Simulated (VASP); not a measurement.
Given:

```yaml
crystal:
  lattice:
    - [0.00000, 2.34949, 2.34949]
    - [2.34949, 0.00000, 2.34949]
    - [2.34949, 2.34949, 0.00000]
  atoms:
    - { symbol: Be, position: [0.00000, 0.00000, 0.00000] }
    - { symbol: S, position: [0.25000, 0.25000, 0.25000] }
```

Method: LDA (Ceperley-Alder, Perdew-Zunger), VASP's LDA PAW potentials (set 64) (plane waves; VASP). Run with 520 eV cut-off, 10×10×10 Γ-centred mesh, Gaussian smearing of 0.050 eV, potentials Be S.

Question: Estimate the energy per atom (σ→0), pressure, band gap (on the k-mesh) with the smallest direct gap where there is one.

Answer: 
```
Quantity                                     Result
-----------------------------------  --------------
band gap (on the k-mesh)                    2.68 eV
smallest direct gap (on the k-mesh)         5.49 eV
energy per atom (σ→0)                -5.554 eV/atom
pressure                                   7.09 GPa
```

Total energies compare only between runs with the same potentials, cut-off and functional.

The compound is BeS in the zinc blende structure. This cell is one point of a volume scan, at 0.94 of the reference volume.
